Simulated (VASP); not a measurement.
OSZICAR of a VASP run on Rh (fcc):

OSZICAR:
```
       N       E                     dE             d eps       ncg     rms          rms(c)
DAV:   1    -0.774081979927E+03   -0.77408E+03   -0.85492E+03    66   0.121E+03
DAV:   2    -0.867865699372E+03   -0.93784E+02   -0.91729E+02    75   0.332E+02
DAV:   3    -0.868740903828E+03   -0.87520E+00   -0.87218E+00    69   0.375E+01
DAV:   4    -0.868746268007E+03   -0.53642E-02   -0.53635E-02    81   0.293E+00
DAV:   5    -0.526923827488E+01    0.86348E+03   -0.40555E+00    66   0.323E+01    0.216E+01
DAV:   6    -0.524469296464E+01    0.24545E-01   -0.14543E-01    66   0.570E+00    0.134E+01
DAV:   7    -0.522578902764E+01    0.18904E-01   -0.58740E-03    66   0.110E+00    0.813E+00
DAV:   8    -0.521833074622E+01    0.74583E-02   -0.76914E-04    69   0.436E-01    0.479E+00
DAV:   9    -0.521900978907E+01   -0.67904E-03   -0.51713E-04    66   0.407E-01    0.284E+00
DAV:  10    -0.528601731841E+01   -0.67008E-01   -0.73454E-04    72   0.723E-01    0.170E+00
DAV:  11    -0.547086053541E+01   -0.18484E+00   -0.88947E-02    66   0.492E+00    0.233E+00
DAV:  12    -0.545676783417E+01    0.14093E-01   -0.19858E-01    66   0.671E+00    0.206E+00
DAV:  13    -0.541519931542E+01    0.41569E-01   -0.95181E-02    66   0.432E+00    0.155E+00
DAV:  14    -0.540724270175E+01    0.79566E-02   -0.17257E-02    66   0.165E+00    0.991E-01
DAV:  15    -0.541240645615E+01   -0.51638E-02   -0.22665E-03    78   0.671E-01    0.560E-01
DAV:  16    -0.541746409389E+01   -0.50576E-02   -0.50986E-03    69   0.108E+00    0.366E-01
DAV:  17    -0.541978458831E+01   -0.23205E-02   -0.52927E-03    69   0.106E+00    0.283E-01
DAV:  18    -0.542136688194E+01   -0.15823E-02   -0.24461E-03    75   0.679E-01    0.232E-01
DAV:  19    -0.542310608002E+01   -0.17392E-02   -0.56953E-04    75   0.293E-01    0.197E-01
DAV:  20    -0.542470493653E+01   -0.15989E-02   -0.23780E-04    75   0.205E-01    0.175E-01
DAV:  21    -0.542594903330E+01   -0.12441E-02   -0.33046E-04    75   0.258E-01    0.160E-01
DAV:  22    -0.542689525923E+01   -0.94623E-03   -0.28404E-04    75   0.231E-01    0.146E-01
DAV:  23    -0.542763821032E+01   -0.74295E-03   -0.17010E-04    75   0.170E-01    0.132E-01
DAV:  24    -0.542823506147E+01   -0.59685E-03   -0.90431E-05    75   0.121E-01    0.117E-01
DAV:  25    -0.542872728215E+01   -0.49222E-03   -0.51001E-05    83   0.958E-02    0.102E-01
DAV:  26    -0.542914767920E+01   -0.42040E-03   -0.31670E-05    83   0.849E-02    0.886E-02
DAV:  27    -0.542952219563E+01   -0.37452E-03   -0.20885E-05    83   0.765E-02    0.762E-02
DAV:  28    -0.542986684688E+01   -0.34465E-03   -0.13841E-05    75   0.696E-02    0.653E-02
DAV:  29    -0.543019594001E+01   -0.32909E-03   -0.97448E-06    75   0.645E-02    0.561E-02
DAV:  30    -0.543051564104E+01   -0.31970E-03   -0.72419E-06    75   0.611E-02    0.485E-02
DAV:  31    -0.543083306955E+01   -0.31743E-03   -0.57864E-06    75   0.594E-02    0.427E-02
DAV:  32    -0.543115177431E+01   -0.31870E-03   -0.50299E-06    75   0.589E-02    0.385E-02
DAV:  33    -0.543147598654E+01   -0.32421E-03   -0.47331E-06    75   0.594E-02    0.358E-02
DAV:  34    -0.543180910993E+01   -0.33312E-03   -0.46812E-06    75   0.606E-02    0.344E-02
DAV:  35    -0.543215335993E+01   -0.34425E-03   -0.47425E-06    75   0.623E-02    0.339E-02
DAV:  36    -0.543251150251E+01   -0.35814E-03   -0.48713E-06    75   0.642E-02    0.339E-02
DAV:  37    -0.543288466374E+01   -0.37316E-03   -0.50673E-06    75   0.661E-02    0.344E-02
DAV:  38    -0.543327239810E+01   -0.38773E-03   -0.52985E-06    75   0.681E-02    0.351E-02
DAV:  39    -0.543367567544E+01   -0.40328E-03   -0.55268E-06    75   0.699E-02    0.358E-02
DAV:  40    -0.543409407691E+01   -0.41840E-03   -0.57467E-06    75   0.716E-02    0.365E-02
DAV:  41    -0.543452507891E+01   -0.43100E-03   -0.59684E-06    75   0.732E-02    0.371E-02
DAV:  42    -0.543496655346E+01   -0.44147E-03   -0.61423E-06    75   0.746E-02    0.377E-02
DAV:  43    -0.543541624009E+01   -0.44969E-03   -0.63065E-06    75   0.757E-02    0.381E-02
DAV:  44    -0.543587108228E+01   -0.45484E-03   -0.64944E-06    75   0.765E-02    0.384E-02
DAV:  45    -0.543632800253E+01   -0.45692E-03   -0.65981E-06    75   0.771E-02    0.385E-02
DAV:  46    -0.543678349462E+01   -0.45549E-03   -0.66603E-06    75   0.774E-02    0.385E-02
DAV:  47    -0.543723535710E+01   -0.45186E-03   -0.65787E-06    75   0.774E-02    0.383E-02
DAV:  48    -0.543768009001E+01   -0.44473E-03   -0.68570E-06    83   0.771E-02    0.380E-02
DAV:  49    -0.543811474692E+01   -0.43466E-03   -0.62516E-06    75   0.768E-02    0.376E-02
DAV:  50    -0.543853752287E+01   -0.42278E-03   -0.64983E-06    75   0.759E-02    0.370E-02
DAV:  51    -0.543894509746E+01   -0.40757E-03   -0.63832E-06    83   0.747E-02    0.363E-02
DAV:  52    -0.543933693800E+01   -0.39184E-03   -0.57123E-06    75   0.736E-02    0.356E-02
DAV:  53    -0.543971090480E+01   -0.37397E-03   -0.58148E-06    75   0.720E-02    0.347E-02
DAV:  54    -0.544006534843E+01   -0.35444E-03   -0.56511E-06    83   0.701E-02    0.337E-02
DAV:  55    -0.544040020058E+01   -0.33485E-03   -0.49536E-06    75   0.684E-02    0.326E-02
DAV:  56    -0.544071531286E+01   -0.31511E-03   -0.49173E-06    75   0.663E-02    0.315E-02
DAV:  57    -0.544100927521E+01   -0.29396E-03   -0.47053E-06    75   0.640E-02    0.303E-02
DAV:  58    -0.544128318048E+01   -0.27391E-03   -0.40380E-06    75   0.618E-02    0.292E-02
DAV:  59    -0.544153807830E+01   -0.25490E-03   -0.39987E-06    75   0.594E-02    0.280E-02
DAV:  60    -0.544177331091E+01   -0.23523E-03   -0.33731E-06    67   0.570E-02    0.268E-02
DAV:  61    -0.544199028205E+01   -0.21697E-03   -0.38649E-06    75   0.547E-02    0.256E-02
DAV:  62    -0.544218916339E+01   -0.19888E-03   -0.28049E-06    67   0.522E-02    0.244E-02
DAV:  63    -0.544237170619E+01   -0.18254E-03   -0.28878E-06    67   0.500E-02    0.232E-02
DAV:  64    -0.544253849884E+01   -0.16679E-03   -0.26207E-06    67   0.471E-02    0.221E-02
DAV:  65    -0.544269063054E+01   -0.15213E-03   -0.22566E-06    67   0.445E-02    0.209E-02
DAV:  66    -0.544282911345E+01   -0.13848E-03   -0.19339E-06    59   0.422E-02    0.199E-02
DAV:  67    -0.544295526514E+01   -0.12615E-03   -0.19446E-06    67   0.403E-02    0.188E-02
DAV:  68    -0.544306918177E+01   -0.11392E-03   -0.15465E-06    51   0.380E-02    0.178E-02
DAV:  69    -0.544317259905E+01   -0.10342E-03   -0.15341E-06    51   0.362E-02    0.168E-02
DAV:  70    -0.544326592757E+01   -0.93329E-04   -0.13226E-06    48   0.340E-02    0.159E-02
DAV:  71    -0.544335032671E+01   -0.84399E-04   -0.11635E-06    51   0.319E-02    0.150E-02
DAV:  72    -0.544342665972E+01   -0.76333E-04   -0.10181E-06    48   0.301E-02    0.141E-02
DAV:  73    -0.544349558878E+01   -0.68929E-04   -0.91422E-07    48   0.284E-02    0.133E-02
DAV:  74    -0.544355781608E+01   -0.62227E-04   -0.80800E-07    48   0.268E-02    0.125E-02
DAV:  75    -0.544361396541E+01   -0.56149E-04   -0.71454E-07    48   0.252E-02    0.118E-02
DAV:  76    -0.544366459296E+01   -0.50628E-04   -0.63966E-07    48   0.238E-02    0.111E-02
DAV:  77    -0.544371033921E+01   -0.45746E-04   -0.56142E-07    48   0.224E-02    0.105E-02
DAV:  78    -0.544375152610E+01   -0.41187E-04   -0.50338E-07    48   0.211E-02    0.984E-03
DAV:  79    -0.544378868110E+01   -0.37155E-04   -0.43908E-07    48   0.198E-02    0.926E-03
DAV:  80    -0.544382223513E+01   -0.33554E-04   -0.39519E-07    48   0.186E-02    0.870E-03
DAV:  81    -0.544385261726E+01   -0.30382E-04   -0.34204E-07    48   0.175E-02    0.818E-03
DAV:  82    -0.544388001105E+01   -0.27394E-04   -0.30949E-07    48   0.165E-02    0.769E-03
DAV:  83    -0.544390476116E+01   -0.24750E-04   -0.26718E-07    48   0.155E-02    0.722E-03
DAV:  84    -0.544392707772E+01   -0.22317E-04   -0.24090E-07    48   0.146E-02    0.678E-03
DAV:  85    -0.544394729998E+01   -0.20222E-04   -0.20929E-07    48   0.137E-02    0.637E-03
DAV:  86    -0.544396565805E+01   -0.18358E-04   -0.18699E-07    48   0.129E-02    0.598E-03
DAV:  87    -0.544398228414E+01   -0.16626E-04   -0.16376E-07    48   0.121E-02    0.562E-03
DAV:  88    -0.544399726763E+01   -0.14983E-04   -0.14509E-07    48   0.114E-02    0.527E-03
DAV:  89    -0.544401096873E+01   -0.13701E-04   -0.12782E-07    48   0.107E-02    0.495E-03
DAV:  90    -0.544402341787E+01   -0.12449E-04   -0.11258E-07    48   0.100E-02    0.465E-03
DAV:  91    -0.544403478056E+01   -0.11363E-04   -0.99304E-08    48   0.940E-03    0.436E-03
DAV:  92    -0.544404505334E+01   -0.10273E-04   -0.87720E-08    48   0.882E-03    0.409E-03
DAV:  93    -0.544405440854E+01   -0.93552E-05   -0.76768E-08    48   0.829E-03    0.384E-03
DAV:  94    -0.544406286260E+01   -0.84541E-05   -0.68693E-08    48   0.778E-03    0.361E-03
DAV:  95    -0.544407054142E+01   -0.76788E-05   -0.59412E-08    48   0.730E-03    0.338E-03
DAV:  96    -0.544407757904E+01   -0.70376E-05   -0.53504E-08    48   0.685E-03    0.318E-03
DAV:  97    -0.544408406380E+01   -0.64848E-05   -0.45928E-08    48   0.643E-03    0.298E-03
DAV:  98    -0.544408997044E+01   -0.59066E-05   -0.41514E-08    48   0.604E-03    0.280E-03
DAV:  99    -0.544409543108E+01   -0.54606E-05   -0.35549E-08    48   0.566E-03    0.262E-03
DAV: 100    -0.544410041585E+01   -0.49848E-05   -0.32142E-08    48   0.532E-03
   1 F= -.54441004E+01 E0= -.54406620E+01  d E =-.103154E-01
```

Problem. Which electronic solver shows in the log?

Solution. It is blocked Davidson (ALGO = Normal, or the opening steps of other solvers). The INCAR had ALGO = Normal.

Problem. Can the final energy be trusted as converged?

Solution. The run did not converge; its last values are not results. It stopped with EDIFF = 1E-6, NELM = 100 (HSE06 screened hybrid, plane waves, VASP's PBE PAW potentials (set 64)).

The compound is Rh in the fcc structure. The cell was not relaxed at this level. The k-mesh is coarse (spacing up to 1.43 per Å, 2π included), so the numbers may not be converged in it.
